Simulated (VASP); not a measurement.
Level of theory: SCAN meta-GGA, VASP's PBE PAW potentials (set 64) (plane waves; VASP).

The input files of a VASP run:

**POSCAR**
```
V
1.0
 -1.5150000000   1.5150000000   1.5150000000
  1.5150000000  -1.5150000000   1.5150000000
  1.5150000000   1.5150000000  -1.5150000000
V
1
Cartesian
  0.0000000000   0.0000000000   0.0000000000
```

INCAR:
```
SYSTEM  =  V
PREC  =  Accurate; ENCUT  =  520; LREAL  =  .False.
LASPH  =  .True.
EDIFF  =  1E-6; NELM  =  100; ALGO  =  Normal
LMAXMIX  =  4; LMIXTAU  =  .True.
ISMEAR  =  1; SIGMA  =  0.1
METAGGA  =  SCAN
IBRION  =  2; NSW  =  60; ISIF  =  3
EDIFFG  =  -0.01
LWAVE  =  .False.; LCHARG  =  .False.
```

### KPOINTS
```
Automatic mesh
0
Gamma
15 15 15
0 0 0
```

POTCAR, in this order: V_sv (PBE.64 set). Program: vasp_std.

Energy and stress use the plane-wave basis of the starting cell.

Question: Predict the energy per atom (σ→0), volume per atom, band gap (on the k-mesh).

Answer: 
The energy per atom (σ→0) comes out as -17.475 eV/atom and the band gap (on the k-mesh) is none (metal, semimetal or under 0.01 eV). The volume per atom is 13.12 Å³/atom.

### OSZICAR
```
...
DAV:   1    -0.174749002315E+02   -0.29342E-03   -0.63158E-03  2402   0.144E+00    0.190E-01
DAV:   2    -0.174745317913E+02    0.36844E-03   -0.12648E-03  2408   0.534E-01    0.354E-02
DAV:   3    -0.174745520171E+02   -0.20226E-04   -0.17327E-04  2400   0.180E-01    0.286E-02
DAV:   4    -0.174745672004E+02   -0.15183E-04   -0.12157E-04  2400   0.161E-01    0.107E-02
DAV:   5    -0.174745696477E+02   -0.24473E-05   -0.40516E-05  2400   0.955E-02    0.343E-03
DAV:   6    -0.174745730066E+02   -0.33590E-05   -0.89077E-06  2400   0.463E-02    0.176E-03
DAV:   7    -0.174745733130E+02   -0.30639E-06   -0.34443E-06  2400   0.286E-02
   5 F= -.17474573E+02 E0= -.17474802E+02  d E =-.243756E-01
```

The compound is V in the bcc structure. This run relaxes it. Symmetry was kept, so distortions that lower it aren't found. The run is not spin-polarised, so no magnetic state was tried.
